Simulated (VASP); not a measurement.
## TmPPt (space group P-6m2): computed properties

The numbers are results of PBEsol GGA, VASP's PBE PAW potentials (set 64) (plane waves; VASP), not measurements.

| Quantity | Value |
|---|---|
| space group | P-6m2 (187) |
| cell | a = 4.0533 Å, b = 4.0533 Å, c = 3.7994 Å, α = 90.00°, β = 90.00°, γ = 120.00° |
| volume per atom | 18.02 Å³/atom |
| band gap (over mesh and band path) | none (metal, semimetal or under 0.01 eV) |
| band gap with spin-orbit coupling | none (metallic) |
| density | 12.13 g/cm³ |

```
CELL_PARAMETERS angstrom
      4.05326     0.00000     0.00000
     -2.02663     3.51023     0.00000
      0.00000     0.00000     3.79938
ATOMIC_POSITIONS crystal
  Tm 0.00000 0.00000 0.00000
  P  0.66667 0.33333 0.50000
  Pt 0.33333 0.66667 0.50000
```

The 4f electrons are frozen in the core of the lanthanide potential, so 4f levels, which can set the real gap, and their magnetism are missing. Unless said otherwise, spin-orbit coupling is left out, though it shifts the bands of the heavy elements here.

The structure comes from a computed database's TmPPt entry (P-6m2); how it stands against other phases isn't given here. It was relaxed first. Symmetry was kept, so distortions that lower it aren't found.
